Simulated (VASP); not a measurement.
Output of a VASP run:

**OSZICAR**
```
       N       E                     dE             d eps       ncg     rms          rms(c)
DAV:   1     0.926901104269E+02    0.92690E+02   -0.93497E+03  8167   0.223E+03
DAV:   2    -0.112479329618E+01   -0.93815E+02   -0.91676E+02  7854   0.318E+02
DAV:   3    -0.543388958252E+01   -0.43091E+01   -0.42937E+01  8806   0.761E+01
DAV:   4    -0.549409256237E+01   -0.60203E-01   -0.60190E-01 10218   0.837E+00
DAV:   5    -0.549558593879E+01   -0.14934E-02   -0.14934E-02  9092   0.110E+00    0.723E+00
DAV:   6    -0.561999721133E+01   -0.12441E+00   -0.52069E+00  7758   0.334E+01    0.478E+00
DAV:   7    -0.523549132322E+01    0.38451E+00   -0.22488E+00  7756   0.236E+01    0.245E+00
DAV:   8    -0.526548900374E+01   -0.29998E-01   -0.20882E-01 10360   0.547E+00    0.601E-01
DAV:   9    -0.528674991328E+01   -0.21261E-01   -0.41509E-02 10769   0.281E+00    0.325E-01
DAV:  10    -0.530416617707E+01   -0.17416E-01   -0.48168E-02 11506   0.192E+00    0.150E-01
DAV:  11    -0.530635729466E+01   -0.21911E-02   -0.94831E-03 10426   0.946E-01    0.533E-02
DAV:  12    -0.530645341564E+01   -0.96121E-04   -0.55769E-04 10152   0.255E-01    0.168E-02
DAV:  13    -0.530647071434E+01   -0.17299E-04   -0.62038E-05 10062   0.679E-02    0.936E-03
DAV:  14    -0.530648119505E+01   -0.10481E-04   -0.41185E-05  9125   0.501E-02    0.681E-03
DAV:  15    -0.530648663652E+01   -0.54415E-05   -0.25030E-05  9059   0.383E-02    0.387E-03
DAV:  16    -0.530649081299E+01   -0.41765E-05   -0.85660E-05  8146   0.655E-02    0.199E-03
DAV:  17    -0.530649116304E+01   -0.35005E-06   -0.18302E-06  6185   0.118E-02
   1 F= -.53064912E+01 E0= -.53067501E+01  d E =0.776678E-03
```

File OUTCAR:
```
------------------------ aborting loop because EDIFF is reached ----------------------------------------
  FORCE on cell =-STRESS in cart. coord.  units (eV):
  Direction    XX          YY          ZZ          XY          YZ          ZX
  --------------------------------------------------------------------------------------
  Total       -1.2500389     -0.4231814     -1.2715205      0.0000000      0.0000000      0.0000000
  in kB      -84.6692285    -28.6634620    -86.1242440      0.0000000      0.0000000      0.0000000
  external PRESSURE =     -66.4856448 kB  Pullay stress =       0.0000000 kB
  volume of cell :       23.65
      direct lattice vectors                 reciprocal lattice vectors
     2.900323000  0.000000000  0.000000000     0.344789184  0.000000000  0.000000000
     0.000000000  2.806755000  0.000000000     0.000000000  0.356283324  0.000000000
     0.000000000  0.000000000  2.905746000     0.000000000  0.000000000  0.344145703
 POSITION                                       TOTAL-FORCE (eV/Angst)
 -----------------------------------------------------------------------------------
      1.45016      1.40338      1.45287         0.232152      0.000000      0.000000
      0.04498      0.00000      0.00000        -0.232152      0.000000      0.000000
 -----------------------------------------------------------------------------------
    total drift:                                0.000223      0.000000     -0.000005
  FREE ENERGIE OF THE ION-ELECTRON SYSTEM (eV)
  ---------------------------------------------------
  free  energy   TOTEN  =        -5.3064911630 eV

  energy  without entropy=       -5.3072678414  energy(sigma->0) =       -5.30675006

 total charge

# of ion       s       p       d       tot
------------------------------------------
    1        0.842   0.842  10.055  11.739
    2        0.370   0.449   7.737   8.556
--------------------------------------------------
tot          1.212   1.291  17.791  20.294
```
(Selected blocks of OUTCAR.)

**POSCAR**
```
CoGa
1
    2.9003230000     0.0000000000     0.0000000000
    0.0000000000     2.8067550000     0.0000000000
    0.0000000000     0.0000000000     2.9057460000
Ga Co
1 1
Direct
  0.5000000000   0.5000000000   0.5000000000
  0.0155090000   0.0000000000   0.0000000000
```

Problem. Reconstruct the remaining input files.

Solution. One answer among several that fit: the input of the run itself, PBE GGA + U (Dudarev), plane waves, VASP's PBE PAW potentials (set 64).

File KPOINTS:
```
Regular mesh
0
G
  11 12 11
```

**INCAR**
```
ALGO = Normal
EDIFF = 1E-6
ENCUT = 400
GGA = PE
ISIF = 2
ISMEAR = 1
LASPH = .True.
LCHARG = .False.
LDAU = .True.
LDAUJ = 0 0
LDAUL = -1 2
LDAUPRINT = 1
LDAUTYPE = 2
LDAUU = 0 6.0
LMAXMIX = 4
LORBIT = 10
LREAL = .False.
LWAVE = .False.
NELM = 100
PREC = Accurate
SIGMA = 0.1
SYSTEM = CoGa
```

POTCAR, in this order: Ga_d Co (PBE.64 set). Program: vasp_std.

The compound is CoGa in the CsCl type structure. The cell was not relaxed at this level, atoms are displaced from their ideal sites. The run is one of a series of settings (LDAU = .TRUE., LDAUJ = 0 0, LDAUL = -1 2, LDAUTYPE = 2, LDAUU = 0 6.0 against the base run), some of them coarse on purpose. The run is not spin-polarised, so no magnetic state was tried.
